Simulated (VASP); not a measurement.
Input:

```
CdF2
1.0
    0.00000     2.70168     2.70168
    2.70168     0.00000     2.70168
    2.70168     2.70168     0.00000
Cd F
1 2
Cartesian
  0.00000   0.00000   0.00000
  1.35084   1.35084   1.35084
  4.05252   4.05252   4.05252
```

Calculation: r2SCAN meta-GGA, VASP's PBE PAW potentials (set 64) (plane waves; VASP). Run with 520 eV cut-off, 8×8×8 Γ-centred mesh, tetrahedra with Blöchl corrections, potentials Cd F.

**Question.** What does the run give for the energy per atom (σ→0), band gap (over mesh and band path) with the smallest direct gap where there is one?

**Answer.** 
```json
{
  "band gap (over mesh and band path)": "3.72 eV",
  "smallest direct gap (over mesh and band path)": "4.23 eV",
  "energy per atom (σ→0)": "-11.240 eV/atom"
}
```

The absolute energy has meaning only against runs of the same code, potentials and settings.

The compound is CdF2 in the fluorite structure. It was relaxed first.
